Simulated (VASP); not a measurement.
Write the native input for VASP 6.6.1 that does the following.

| Property | Result |
| --- | --- |
| Task | relaxation of cell and atoms |
| Functional | PBE |
| Potentials or basis | VASP PAW PBE potentials, release 64 (Al, Si, F) |
| Cutoff | 520 eV |
| k mesh | 3 × 3 × 3 |
| Occupations | gaussian, width 0.15 eV |
| Spin | no spin polarisation |
| Further INCAR settings | PREC = Normal; ALGO = Fast; EDIFF = 0.0001; IBRION = 2; EDIFFG = -0.08; NSW = 24; ISIF = 3 |

The structure of Al3Si2F lies in POSCAR:

```
Al3Si2F
1.0
    2.8447980100      1.6424449000      3.8919536700
   -2.8447980100      1.6424449000      3.8919536700
    0.0000000000     -3.2848897900      3.8919536700
Al Si F
3 2 1
Direct
    0.3373569200      0.3373569200      0.3373569200
    0.6626430800      0.6626430800      0.6626430800
    0.5000000000      0.5000000000      0.5000000000
    0.1852007600      0.1852007600      0.1852007600
    0.8147992400      0.8147992400      0.8147992400
    0.0000000000      0.0000000000      0.0000000000
```

The cell was built by a generator and needn't be a form met in nature.

These files were run (other wordings do the same):

INCAR

```
PREC = Normal
ENCUT = 520
EDIFF = 1E-4
ISMEAR = 0
SIGMA = 0.15
LREAL = F
LASPH = T
NELM = 60
ALGO = Fast
ISIF = 3
LWAVE = F
LCHARG = F
GGA = PE
IBRION = 2
NSW = 24
EDIFFG = -0.08
KPAR = 2
```

KPOINTS

```
Automatic mesh
0
Gamma
  3 3 3
```

Potentials or basis: VASP PAW PBE potentials, release 64 (Al, Si, F).

Command:

```sh
$ cat potpaw_PBE.64/Al/POTCAR potpaw_PBE.64/Si/POTCAR potpaw_PBE.64/F/POTCAR > POTCAR
$ mpirun -np 2 vasp_std > vasp.out
```

It gave:

* Relaxed volume: 15.91 Å³/atom
* Relaxed cell: a = 5.922 Å, b = 5.922 Å, c = 5.922 Å, α = 45.27°, β = 45.27°, γ = 45.27°
* Space group after relaxing (to 0.05 Å): R-3m (No. 166)
* Energy gained by relaxing: 2377.1 meV/atom
* Ionic steps: 24
* Pressure after relaxing: 0.2 GPa
* Largest force after relaxing: 0.056 eV/Å
* Band gap on the k mesh: none (metal or under the smearing width)

Caveat: the k mesh is coarse (spacing up to 0.46 Å⁻¹), so the values aren't converged; the relaxation stopped at a loose force limit of 0.08 eV/Å, so its end isn't a converged minimum.

It took 89 s on 2 MPI ranks on Intel(R) Xeon(R) Platinum 8175M CPU @ 2.50GHz (Skylake/Cascade Lake) (shared host), peak memory 0.16 GiB a rank.
